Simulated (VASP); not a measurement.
# A VASP study of Re (Rhenium) (r2SCAN): structure first, properties next, part 2 of 2

Wanted: the relaxed cell of Re (Rhenium) and its properties. Left out of this account: 1 further run (core levels: core levels are not valid at this level). The start is a cell from a database of measured crystal structures.

VASP 6.6.1, plane waves and PAW; the level of theory is named at each step.

Still holding for the runs below: The k-mesh is coarse for a metal.

So far. Step 11 (Volume scan with r2SCAN (run 6)): The run ends at a pressure of -14.19 GPa. Step 12 (Volume scan with r2SCAN (run 7)): The pressure falls from -14.19 to -20.19 GPa. The parabola predicted -19.97 GPa, +0.22 GPa off.

**13. The series together**

Times are for 2 MPI ranks of AMD EPYC 7R43, shared host. Results by setting:

| no. | volume scale | energy above the lowest point (meV/atom) | pressure (GPa) | time | memory (GiB) |
| --- | --- | --- | --- | --- | --- |
| 1 | 0.94 | 72.86 | 27.97 | 38 s | 0.2 |
| 2 | 0.96 | 31.12 | 17.56 | 35 s | 0.17 |
| 3 | 0.98 | 7.48 | 8.282 | 29 s | 0.2 |
| 4 | 1 | 0 | -0.04364 | 35 s | 0.2 |
| 5 | 1.02 | 6.97 | -7.494 | 37 s | 0.2 |
| 6 | 1.04 | 26.93 | -14.19 | 35 s | 0.2 |
| 7 | 1.06 | 58.51 | -20.19 | 36 s | 0.19 |

**14. Fit for r2SCAN**

This step: Birch-Murnaghan fit, r2SCAN; plane waves and PAW (VASP 6.6.1).

No new run; the numbers come from the runs before.

This step gave:

```
pressure derivative of the bulk modulus : 4.521
r.m.s. error of the fit                 : 8.15e-6 eV/atom
minimum inside the sampled range        : yes
bulk modulus                            : 394.2 GPa
equilibrium volume of the fit           : 14.70 Å³/atom
```

Energy above the fitted minimum against volume:

| volume (Å³/atom) | energy above the fitted minimum (eV/atom) |
| --- | --- |
| 13.815 | 0.0729 |
| 14.109 | 0.0311 |
| 14.403 | 0.00749 |
| 14.697 | 9.5e-6 |
| 14.991 | 0.00698 |
| 15.285 | 0.0269 |
| 15.579 | 0.0585 |

The fitted volume lies -0.00 % from the relaxed one.

**15. Band structure (r2SCAN + SOC)**

This step: r2SCAN, spin-orbit coupling; plane waves and PAW (Re) (VASP 6.6.1).

The mesh alone shows little of the dispersion and can miss band extrema, so KPOINTS_OPT adds a path through the symmetry points after the self-consistent cycle. Spin-orbit coupling needs spinors and the noncollinear program, where each band holds one electron.

INCAR reads:

```
SYSTEM = Re
PREC = Accurate
ENCUT = 400
EDIFF = 1E-06
NELM = 100
ISMEAR = 1
SIGMA = 0.2
LREAL = .FALSE.
ALGO = Normal
METAGGA = R2SCAN
LASPH = .TRUE.
LNONCOLLINEAR = .TRUE.
MAGMOM = 0 0 0 0 0 0
NBANDS = 26
GGA_COMPAT = .FALSE.
LSORBIT = .TRUE.
LMAXMIX = 4
LORBIT = 11
LWAVE = .FALSE.
LCHARG = .FALSE.
KPAR = 2
```

POSCAR reads:

```
Re
1.0
    2.7586891562      0.0000000000      0.0000000000
   -1.3793445781      2.3890948904      0.0000000000
    0.0000000000      0.0000000000      4.4599403156
Re
2
Direct
    0.3333333333      0.6666666667      0.2500000000
    0.6666666667      0.3333333333      0.7500000000
```

KPOINTS reads:

```
Automatic mesh
0
Gamma
7 7 4
0 0 0
```

KPOINTS_OPT reads:

```
Line mode
16
Line-mode
Reciprocal
  0.00000000   0.00000000   0.00000000 GAMMA
  0.50000000   0.00000000   0.00000000 M

  0.50000000   0.00000000   0.00000000 M
  0.33333333   0.33333333   0.00000000 K

  0.33333333   0.33333333   0.00000000 K
  0.00000000   0.00000000   0.00000000 GAMMA

  0.00000000   0.00000000   0.00000000 GAMMA
  0.00000000   0.00000000   0.50000000 A

  0.00000000   0.00000000   0.50000000 A
  0.50000000   0.00000000   0.50000000 L

  0.50000000   0.00000000   0.50000000 L
  0.33333333   0.33333333   0.50000000 H

  0.33333333   0.33333333   0.50000000 H
  0.00000000   0.00000000   0.50000000 A

  0.50000000   0.00000000   0.50000000 L
  0.50000000   0.00000000   0.00000000 M

  0.33333333   0.33333333   0.00000000 K
  0.33333333   0.33333333   0.50000000 H
```

The projector-augmented-wave data sets are Re (PBE family, release 64).

The run is started by

```sh
$ mpirun -np 2 vasp_ncl
```

Wall time 10 min (2 MPI ranks of AMD EPYC 7R43, shared host); peak memory 0.33 GiB; 20 min of CPU time.

Numbers from this step:

```yaml
scf_cycles: 14
bands: 26
irreducible_k_points: 24
free_energy_toten: -105.5489 eV
fermi_energy: 7.768 eV
pressure: 0.2964 GPa
```

On-site spin-orbit energy by atom:

| atom | on-site spin-orbit energy (eV) |
| --- | --- |
| Re1 | -0.660 |
| Re2 | -0.660 |

The electronic bands at the labelled points (eV, zero at the Fermi level; # counts the bands kept):

| point | #11 | #12 | #13 | #14 | #15 | #16 | #17 | #18 |
| --- | --- | --- | --- | --- | --- | --- | --- | --- |
| Γ | -1.27 | -1.27 | -0.45 | -0.45 | 0.10 | 0.10 | 0.39 | 0.39 |
| 0.47 of the way | -1.12 | -1.12 | -0.65 | -0.65 | 0.27 | 0.27 | 0.54 | 0.54 |
| M | -1.55 | -1.55 | -0.64 | -0.64 | 4.10 | 4.10 | 4.29 | 4.29 |
| 0.53 of the way | -1.82 | -1.82 | -0.44 | -0.44 | 3.18 | 3.18 | 3.83 | 3.83 |
| K | -2.24 | -2.24 | -0.07 | -0.07 | 2.91 | 2.91 | 3.33 | 3.33 |
| 0.47 of the way | -1.79 | -1.79 | -0.63 | -0.63 | 0.60 | 0.60 | 2.04 | 2.04 |
| Γ | -1.27 | -1.27 | -0.45 | -0.45 | 0.10 | 0.10 | 0.39 | 0.39 |
| 0.53 of the way | -1.60 | -1.60 | -1.46 | -1.46 | -0.91 | -0.91 | 1.14 | 1.14 |
| A | -2.11 | -2.11 | -1.52 | -1.52 | -1.52 | -1.52 | 2.54 | 2.54 |
| 0.47 of the way | -2.13 | -2.13 | -0.35 | -0.35 | -0.35 | -0.35 | 2.50 | 2.50 |
| L | 0.23 | 0.23 | 0.90 | 0.90 | 0.90 | 0.90 | 4.33 | 4.33 |
| 0.47 of the way | -1.55 | -1.55 | 0.65 | 0.65 | 1.02 | 1.02 | 3.77 | 3.77 |
| H | -2.38 | -2.38 | -0.22 | -0.22 | 0.31 | 0.31 | 3.41 | 3.41 |
| 0.47 of the way | -2.66 | -2.66 | -0.19 | -0.19 | 0.02 | 0.02 | 3.24 | 3.24 |
| A | -2.11 | -2.11 | -1.52 | -1.52 | -1.52 | -1.52 | 2.54 | 2.54 |
| jump to L | 0.23 | 0.23 | 0.90 | 0.90 | 0.90 | 0.90 | 4.33 | 4.33 |
| 0.47 of the way | -0.65 | -0.65 | 1.05 | 1.05 | 2.65 | 2.65 | 4.22 | 4.22 |
| M | -1.55 | -1.55 | -0.64 | -0.64 | 4.10 | 4.10 | 4.29 | 4.29 |
| jump to K | -2.24 | -2.24 | -0.07 | -0.07 | 2.91 | 2.91 | 3.33 | 3.33 |
| 0.47 of the way | -2.34 | -2.34 | -0.22 | -0.22 | 2.03 | 2.03 | 3.31 | 3.31 |
| H | -2.38 | -2.38 | -0.22 | -0.22 | 0.31 | 0.31 | 3.41 | 3.41 |

There is no gap at this level.

Of the bands kept, 10 cross the Fermi level on this path (spinor bands, one electron each).

**16. Outcome**

- relaxed volume: 14.70 Å³/atom
- relaxed conventional cell a, b, c: 2.759, 2.759, 4.460 Å; angles 90.0, 90.0, 120.0°
- space group after relaxing, within 0.02 Å: P6_3/mmc (No. 194)
- band gap: none, a metal
- DOS at the Fermi level: 1.07 states/eV/cell
- bulk modulus from the fit: 394 GPa
- volume from the fit: 14.7 Å³/atom
- band gap (r2SCAN + SOC): none, a metal

**Reading.** With r2SCAN, Re (Rhenium) relaxes to 14.70 Å³/atom in space group P6_3/mmc (held by the symmetry of the run), comes out as a metal and has a bulk modulus of 394 GPa at fixed shape and positions, an upper bound. Against the listed cell the volume lies -0.1 % (a -0.1 %, c under 0.05 %). Band structure (r2SCAN): Of the bands kept, 6 cross the Fermi level on this path. Band structure (r2SCAN + SOC): Of the bands kept, 10 cross the Fermi level on this path (spinor bands, one electron each). The k-sampling is coarse for a metal, so the Fermi level, pressures and the shape of the cell carry errors. No search among competing phases was made. All values are for a static lattice at zero temperature.

[Lines on the potential files, build, host, timing and source positions are cut from VASP's logs without a mark.]

[Logs are printed without paths, hosts, clocks, repeated set-up lines and the standing remarks that a program may print on its own settings, such as how far it seeks lower states.]

[Hosts, paths, dates, database ids (printed as entryN), source tags and the programs' standing remarks are cut or masked in the printed files.]

[A measured line is paired with the nearest computed mode of its activity, which favours agreement.]
